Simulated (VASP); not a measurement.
Ba in VASP: convergence with ENCUT

Input of the first run (ENCUT 200 eV); the others differ in this setting and in those tied to it:

File INCAR:

```
PREC = Accurate ; ENCUT = 200
EDIFF = 1E-7 ; ISMEAR = 0
SIGMA = 0.02 ; LREAL = False
LASPH = True ; NELM = 100
ALGO = Fast ; ISIF = 2
LWAVE = False ; LCHARG = False
GGA = CA ; NBANDS = 17
```

The input KPOINTS:

```
Automatic mesh
0
Gamma
  6 6 1
```

The input POSCAR:

```
Ba
1.0
    3.9100000000      0.0000000000      0.0000000000
   -1.9550000000      3.6500000000      0.0000000000
    0.0000000000      0.0000000000     20.7000000000
Ba
2
Direct
    0.0000000000      0.0000000000      0.3623188406
    0.0000000000      0.0000000000      0.6376811594
```

Potentials or basis: VASP PAW LDA potentials, release 64 (Ba_sv).

The run is started by

```console
$ cat potpaw_LDA.64/Ba_sv/POTCAR > POTCAR
$ mpirun -np 1 vasp_std > vasp.out
```

Hardware: 1 thread of Intel(R) Xeon(R) Platinum 8259CL CPU @ 2.50GHz (Skylake/Cascade Lake) (shared host).

| ENCUT | energy less the tightest run, at zero smearing (meV/atom) | SCF cycles | CPU time (s) | peak memory (GiB) |
| --- | --- | --- | --- | --- |
| 200 eV | -3.55 | 24 | 34 | 0.15 |
| 250 eV | -0.64 | 23 | 38 | 0.17 |
| 300 eV | -0.10 | 23 | 66 | 0.19 |
| 350 eV | -0.17 | 23 | 100 | 0.2 |
| 400 eV | -0.08 | 23 | 90 | 0.24 |
| 450 eV | -0.03 | 23 | 120 | 0.26 |
| 500 eV | -0.06 | 23 | 140 | 0.3 |
| 600 eV | -0.07 | 23 | 220 | 0.36 |
| 800 eV | 0.00 | 23 | 350 | 0.46 |

Against the tightest run, the energy stays within 1 meV/atom from 250 eV on. The tightest run that finished is the yardstick and may itself not be fully converged.

The run has no spin-orbit coupling, so splittings on Ba are missing.
